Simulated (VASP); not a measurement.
Data:

```xyz
2
Lattice="0.0000 1.9595 1.9595 1.9595 0.0000 1.9595 1.9595 1.9595 0.0000" Properties=species:S:1:pos:R:3 pbc="T T T"
Li     0.0000     0.0000     0.0000
H      1.9595     1.9595     1.9595
```

The numbers are results of optB88-vdW, VASP's PBE PAW potentials (set 64) (plane waves; VASP), not measurements. Settings: 520 eV cut-off, 11×11×11 Γ-centred mesh, Gaussian smearing of 0.050 eV, potentials Li_sv H.

Task: Give the stress tensor in GPa (positive for a compressed cell).

Result: 
```
2.44  0.00  0.00
0.00  2.44  0.00
0.00  0.00  2.44
```
The pressure is its mean diagonal, 2.44 GPa.

The compound is LiH in the rock salt structure. This cell is one point of a volume scan, at 0.94 of the reference volume.
